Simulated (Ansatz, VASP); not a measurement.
# LaTa in two plane-wave programs, part 2 of 2

Aim: how closely do two programs agree when they are given the same cell, functional and k mesh? The cell is invented: As first built, before any earlier steps moved the atoms (in the runner's words): it takes the YZr structure with all of its atoms replaced by other elements, volume scaled by an estimate. It may not be a known or stable phase. The cell is taken from a series of VASP runs on this material, whose earlier steps may have relaxed, scaled or displaced it; both programs get it as it stands.

VASP 6.6.1 and Ansatz 0.2.0.

So far: The structure; VASP: relaxation of cell and atoms, PBEsol.

### Step 3. Ansatz: relaxation of cell and atoms, PBEsol

Level of this step: Ansatz beside VASP: Kohn-Sham DFT, plane waves, PBEsol (Ansatz).

Ansatz runs on its default PAW (the set named soft_2) files.

The same cell, functional, mesh and smearing now go to Ansatz, which takes its cutoff from its data sets.

input.yaml reads:

```yaml
crystal:
  lattice:
    - [3.121223225, -5.33e-08, 0.0]
    - [-1.5606112062, 2.7030587595, 0.0]
    - [0.0, 0.0, 5.4411001379]
  atoms:
    - { symbol: Ta, position: [0.33333333, 0.66666667, 0.0] }
    - { symbol: La, position: [0.66666667, 0.33333333, 0.5] }
hamiltonian:
  xc: pbesol
  pseudopotentials: { kind: paw }
kpoints:
  mp_grid: { grid: [12, 12, 6] }
scf:
  occupations: { method: methfessel_paxton, width: 0.2 }
relax:
  f_tol: 0.01
  max_steps: 60
  cell: { stress_tol: 0.05 }
output:
  forces: true
  stress: true
```

Run with:

```sh
$ ansatz run input.yaml --threads 4 --pin off --max-ram 9216MiB --backend cpu --events-out ev --progress --plain --runs-dir out
```

Numbers of over 12 decimals in the logs are rounded to 6 here.

Log:

```text
Warning: the atoms were moved onto the symmetric positions of the space group found under crystal.symmetry.tolerance 1.0e-5 (fractional; no operation is sought that the atoms, as they stand in a round, miss by more than twice it, and no atom is moved by as much as it), and the run uses the moved positions. Before a round's move an operation carried an atom to 3.12e-8 Å from where it should land, the largest such dist [...]
Engine: ansatz 0.2.0, x86_64-unknown-linux-gnu
Pseudopotentials: kind: paw
Pseudopotential: Ta, paw, valence charge 13, recommended cutoff 420 eV (normal), Ta.paw.azcp
Pseudopotential: La, paw, valence charge 11, recommended cutoff 420 eV (normal), La.paw.azcp
Functional definition: PBEsol
  exchange = pbesol_x
  correlation = pbesol_c
Crystal: 2 atoms, lattice volume = 45.906 Å³
Basis set: ecut = 420 eV, 895 PW (Γ), exchange–correlation on 48×48×80 points (8 copies of the dense FFT grid, shifted against one another)
Bands: 16, of which v1, the nominal top of the filled ones, is band 12 counted from 1 (11 counted from 0)
Symmetry: 12 space group operations
Space group: P-6m2 (ITA 187), of the structure as read, at distance tolerance 3.6e-5 Å
k-points: 76 of 864 (time reversal used)
Non-local potential: Ta, projectors of the file, l = 0: 3, l = 1: 2, l = 2: 2, l = 3: 1
Non-local potential: La, projectors of the file, l = 0: 3, l = 1: 2, l = 2: 2, l = 3: 3
PAW form: soft (Blöchl's): semilocal exchange-correlation on the pseudo side does not see the compensation charge
PAW frozen core: Ta, regenerated for the run's functional, and the local potential with it (the file was generated under x = pbe(κ = 0.804, μ = 0.219515), c = pbe(β = 0.066725))
PAW frozen core: La, regenerated for the run's functional, and the local potential with it (the file was generated under x = pbe(κ = 0.804, μ = 0.219515), c = pbe(β = 0.066725))
PAW one-centre angular grid: Ta, 590 points (default); XC on 64 Gauss nodes
PAW one-centre angular grid: La, 590 points (default); XC on 64 Gauss nodes
Initial density: superposition of atomic densities (neutral atoms: chi_scale 0, normalization atom), corrected by the library's trained network
Initial wavefunctions: pseudopotential atomic-orbital guess
Functional: x = pbesol(κ = 0.804, μ = 0.123457), c = pbesol(β = 0.046)
SCF iter   1: F=—  HF=-15966.507782 eV  |F-HF|=—  |Δ(HF+E_count)|=         —  Δρ=1.12e-2  dr2=2.46e-1  ethr=1.77e-3  ⟨swp⟩=4.0  Hψ=5352  notcnv=0
preconditioner: auto → Kerker (q_TF=auto, 2.449 Å⁻¹)  [metal: Δε(μ)=0.025 eV  Ē_g=9.229 eV  σ=0.200 eV  W_gap=0.10  n_scr=10 (ndim 8)  ℏωp=20.5 eV  f_vac=0.000  D(μ)=2.22/eV (n_scr^D=22)]
SCF iter   2: F=—  HF=-15966.486480 eV  |F-HF|=—  |Δ(HF+E_count)|=   2.13e-2  S|Δr|=    0.00e0  Δρ=3.29e-3  dr2=3.35e-3  ethr=1.02e-3  ⟨swp⟩=1.9  Hψ=1956  notcnv=0
SCF iter   3: F=—  HF=-15966.486174 eV  |F-HF|=—  |Δ(HF+E_count)|=   3.07e-4  S|Δr|=    0.00e0  Δρ=1.94e-3  dr2=1.08e-3  ethr=1.39e-5  ⟨swp⟩=2.0  Hψ=2057  notcnv=0
SCF iter   4: F=—  HF=-15966.486129 eV  |F-HF|=—  |Δ(HF+E_count)|=   4.45e-5  S|Δr|=    0.00e0  Δρ=5.11e-4  dr2=8.06e-5  ethr=4.48e-6  ⟨swp⟩=1.1  Hψ=1221  notcnv=0
SCF iter   5: F=—  HF=-15966.486121 eV  |F-HF|=—  |Δ(HF+E_count)|=   7.65e-6  S|Δr|=    0.00e0  Δρ=6.22e-5  dr2=1.44e-6  ethr=3.36e-7  ⟨swp⟩=2.3  Hψ=1570  notcnv=0
SCF iter   6: F=-15966.486122 eV  HF=-15966.486122 eV  |F-HF|=6.26e-9  |Δ(HF+E_count)|=   8.37e-8  S|Δr|=    0.00e0  Δρ=7.50e-6  dr2=2.15e-8  ethr=4.17e-10  ⟨swp⟩=5.7  Hψ=5244  notcnv=0
SCF 1 converged in 6 iterations: F = -15966.486122 eV  dr2 = 2.15e-8
  greatest PAW one-centre occupation: 1.000 electrons in one spin orbital (limit 2), on the Ta atom at site 0 (counted from 0), in its partial waves of l = 0
relax step   1: F+E_penalty+E_count = -15966.48612151 eV  Δ(F+E_penalty+E_count) = +0.000e0 eV  max|allowed force component| = 2.544e-17 eV/Å  Δτ_max = 0.0000 Å  P = -0.199 GPa  Ω = 45.906 Å³  (6 SCF iters, dr2 threshold 1.00e-7 eV, accepted)
[...]
relax step   2: F+E_penalty+E_count = -15966.48987293 eV  Δ(F+E_penalty+E_count) = -3.751e-3 eV  max|allowed force component| = 2.776e-17 eV/Å  Δτ_max = 0.0000 Å  P = +0.074 GPa  Ω = 45.744 Å³  energy of the carried Pulay correction = +2.335e-5 eV  (6 SCF iters, dr2 threshold 2.00e-7 eV, accepted)
[...]
relax step   3: F+E_penalty+E_count = -15966.49001182 eV  Δ(F+E_penalty+E_count) = -1.389e-4 eV  max|allowed force component| = 2.544e-17 eV/Å  Δτ_max = 0.0000 Å  P = -0.033 GPa  Ω = 45.798 Å³  energy of the carried Pulay correction = +1.577e-5 eV  (5 SCF iters, dr2 threshold 1.11e-7 eV, accepted)
[...]
relax step   4: F+E_penalty+E_count = -15966.49000301 eV  Δ(F+E_penalty+E_count) = +8.804e-6 eV  max|allowed force component| = 3.932e-17 eV/Å  Δτ_max = 0.0000 Å  P = -0.033 GPa  Ω = 45.798 Å³  stress off target by 3.63e-2 GPa  SCF on the basis re-selected at this cell (its energy is not comparable with the rows above)  (5 SCF iters)
basis re-selected at this cell: Δ(F+E_penalty+E_count) = +8.804e-6 eV, ΔP = -0.000 GPa vs the last step (what re-selecting the basis moved, of the pressure what is left beyond the Pulay correction that the steps carried, after the strain that the cell walked since its last selection, with what the two solves' SCF thresholds leave and, on support functions, any second-order correction that the steps lacked; it is no m [...]
SCF converged after 5 iterations
Stability not checked: this state was not tested for a lower state beside it, because cold or Methfessel-Paxton smearing, or corrected tetrahedra, fill the levels in a way that the test cannot read (fill_not_monotonic; see scf.lower_state_search)
Free energy (F): -15966.490003 eV
Harris-Foulkes:  -15966.490003 eV  (|F-HF|=1.46e-11)
Internal energy: -15966.491600 eV  (E = F + TS)
E sigma→0 (E₀):  -15966.490402 eV
Entropy (-TS):   0.001597 eV (0.798 meV/atom)
Fermi energy:    16.479050 eV
Step filling:    the computed levels leave a gap of 0.0118 eV = 0.1 smearing widths at the electron count; against every level under it full and every level over it empty, smearing changes F+E_penalty+E_count by -0.302 meV and its σ→0 estimate by -0.701 meV
--- Per-component energies (eV) ---
  E_band       = -119.732599
  E_kinetic    = 563.662992
  E_local      = -886.024522  (includes V_loc(G=0)·N_el)
  E_nonlocal   = 114.522175
  E_hartree    = 310.170075
  E_xc         = -356.887894
  E_vxc        = -353.283343  (∫ρ·V_xc dr)
  E_paw        = -13601.034626  (= ΣΔE_a)
  E_vpaw       = -178.950186  (= ΣTr[D̂ρ^β])
  E_aug_tail   = 0.000141  (compensation charges beyond the density's cutoff)
  E_ewald      = -2111.283098
  E_core_change = 0.383156  (= ΣΔE_core)
  E_smearing   = 0.001597  (= −TS)
  E_closure    = 0.000000  (closes the sum)
  Σ components = -15966.490003   (vs F -15966.490003, Δ=0.00e0)
--- Forces (eV/Å), atoms counted from 1 ---
  atom   1  Ta    -0.00000000    -0.00000000     0.00000000
  atom   2  La    -0.00000000     0.00000000     0.00000000
  max |Σ_I F_I| component: 9.25e-17 eV/Å
--- Stress (GPa, compression-positive) ---
       -0.031663       0.000000       0.000000
        0.000000      -0.031663       0.000000
        0.000000       0.000000      -0.036289
  P = ⅓ Tr σ = -0.0332 GPa (-0.332 kbar)
--- Relaxed structure (3 steps of the walk, 3 accepted, 1 SCFs on fresh bases) ---
  F+E_penalty+E_count = -15966.49000301 eV   max|allowed force component| = 3.932e-17 eV/Å   (the final SCF, on the basis selected at the relaxed cell)
  cell:  # Å, volume = 45.7981 Å³
    - [3.099422, -2.594027799840323e-7, 0.0]
    - [-1.549711, 2.684178, 0.0]
    - [0.0, 0.0, 5.504975]
  atoms:
    - { symbol: Ta, position: [0.333333, 0.666667, 0.0] }
    - { symbol: La, position: [0.666667, 0.333333, 0.5] }
```

Wall time 8 s (4 threads of Intel Xeon Platinum 8259CL at 2.50GHz (Skylake/Cascade Lake), shared host); peak memory 0.51 GiB.

### Step 4. Side by side

Known differences besides the potentials themselves: both relaxations stop at a tolerance, which leaves soft axes loose, and VASP keeps its plane-wave basis; the data sets hold 24 valence electrons in Ansatz (default PAW (the set named soft_2) files) and 16 in VASP; the cutoff is 420 eV in Ansatz and 350 eV in VASP; Ansatz makes its cores anew for this functional, VASP keeps those of its PBE data sets; VASP leaves aspherical gradient terms in its spheres out (LASPH is not set), Ansatz keeps them; Ansatz adds a Pulay correction to the stress that steers its cell, VASP none. Total energies have different zeros and are not compared.

Both answers:

| quantity | Ansatz | VASP | difference |
| --- | --- | --- | --- |
| volume (Å³) | 45.80 | 45.50 | +0.65 % |
| edge a after relaxation, in the typed setting (Å) | 3.099 | 3.094 | +0.16 % |
| edge c after relaxation, in the typed setting (Å) | 5.505 | 5.487 | +0.33 % |

The walks stopped with -0.03 GPa left in Ansatz and 0.01 GPa in VASP; each walk ends within a tolerance, so the volume difference is uncertain by about these residues over the bulk modulus, most in soft cells.

### Step 5. Results

- difference in volume (relaxation of cell and atoms, PBEsol): 0.65 %

The difference in volume is 0.65 % (relaxation of cell and atoms, PBEsol), within the 1.2 % picked in this series as the mark of a large difference, as far as the stopping tolerances let one tell. How closely two codes agree says nothing of how well the functional describes the real material.

[Lines on the potential files, build, host, timing and source positions are cut from VASP's logs without a mark.]

[Logs are printed without paths, hosts, clocks, repeated set-up lines and the standing remarks that a program may print on its own settings, such as how far it seeks lower states.]

[Hosts, paths, dates, database ids (printed as entryN), source tags and the programs' standing remarks are cut or masked in the printed files.]
